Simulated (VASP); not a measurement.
Data:

```yaml
crystal:
  lattice:
    - [3.39093, 0.00000, 0.00000]
    - [-1.69546, 2.93663, 0.00000]
    - [0.00000, 0.00000, 5.60955]
  atoms:
    - { symbol: B, position: [0.33333, 0.66667, 0.37468] }
    - { symbol: B, position: [0.66667, 0.33333, 0.87468] }
    - { symbol: As, position: [0.33333, 0.66667, 0.00032] }
    - { symbol: As, position: [0.66667, 0.33333, 0.50032] }
```

All values below come from HSE06 screened hybrid, VASP's PBE PAW potentials (set 64) (plane waves; VASP). Settings: 500 eV cut-off, 6×6×4 Γ-centred mesh, Gaussian smearing of 0.050 eV, potentials B As.

Q: Estimate the energy per atom (σ→0), pressure, band gap (over the mesh, the named points and PBE's band edges) with the smallest direct gap where there is one.

A: 
The band gap (over the mesh, the named points and PBE's band edges) comes out as 1.82 eV and the smallest direct gap (over the mesh, the named points and PBE's band edges) is 2.88 eV. The energy per atom (σ→0) is -639.3 kJ/mol-atom and the pressure comes out as -4.11 GPa.

Total energies compare only between runs with the same potentials, cut-off and functional.

The structure comes from a computed database's BAs entry (P6_3mc); how it stands against other phases isn't given here. The cell was not relaxed at this level.
